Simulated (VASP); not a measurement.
Al2B2N4 (ordered alloy cell): computed properties

Calculation: PBEsol GGA, VASP's PBE PAW potentials (set 64) (plane waves; VASP).

- space group = Pmn2_1 (31)
- cell = a = 2.8207 Å, b = 5.0445 Å, c = 4.4972 Å, α = 90.00°, β = 90.00°, γ = 90.00°
- volume per atom = 8.00 Å³/atom
- band gap (over mesh and band path) = 4.01 eV
- smallest direct gap (over mesh and band path) = 4.44 eV
- band-edge character = indirect, Γ to R
- density = 3.42 g/cm³

```cif
data_Al2B2N4
_chemical_formula_sum 'B2 N4 Al2'
_space_group_name_H-M_alt 'P 1'
_space_group_IT_number 1
_cell_length_a 5.77955
_cell_length_b 2.82072
_cell_length_c 4.49718
_cell_angle_alpha 90.000
_cell_angle_beta 90.000
_cell_angle_gamma 119.213
loop_
_space_group_symop_operation_xyz
  'x, y, z'
loop_
_atom_site_label
_atom_site_type_symbol
_atom_site_fract_x
_atom_site_fract_y
_atom_site_fract_z
_atom_site_occupancy
B1 B 0.33217 0.33217 0.49986 1
B2 B 0.16783 0.66783 0.99986 1
N1 N 0.30164 0.30164 0.85830 1
N2 N 0.19836 0.69836 0.35830 1
N3 N 0.87228 0.37228 0.90918 1
N4 N 0.62772 0.62772 0.40918 1
Al1 Al 0.84645 0.34645 0.49665 1
Al2 Al 0.65355 0.65355 0.99665 1
```

The structure was generated: Al2B2N4 was put into an ordered model structure (Pmn2_1), which need not be its known phase. It was relaxed first. Symmetry was kept, so distortions that lower it aren't found.
